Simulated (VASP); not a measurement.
Crystal: NdN.

```
Nd N
1.0
     0.00000    2.56600    2.56600
     2.56600    0.00000    2.56600
     2.56600    2.56600    0.00000
Nd N
1 1
Cartesian
  2.5660 2.5660 2.5660
  0.0000 0.0000 0.0000
```

The cell comes from a database or a generator and needn't be the stable form of this composition.

Base run:

| Item | Value |
| --- | --- |
| Program | VASP 6.6.1 |
| Functional | LDA |
| Potentials or basis | VASP PAW PBE potentials, release 64 (Nd, N) |
| Cutoff | 520 eV |
| k mesh | 7 × 7 × 7 |
| Occupations | fermi-dirac, width 0.05 eV |
| Spin | collinear spin, ferromagnetic start |
| Starting moments | [3.0, 0.0] μB |

Its results: pressure -14.3 GPa; net moment 2.99 μB per cell; site moments Nd +2.84; N -0.17 μB.

Task: The run is repeated on the same cell with these changes: functional from LDA to BLYP. What comes out?

Result: Pressure 3.8 GPa; net moment 3.00 μB per cell; site moments Nd +2.85; N -0.11 μB.

BLYP binds less tightly than LDA, so the same cell stands under more pressure.

Caveats: the magnetic or orbital state may not be the lowest; the PAW data sets were made with another functional, which shifts forces and pressure a little.
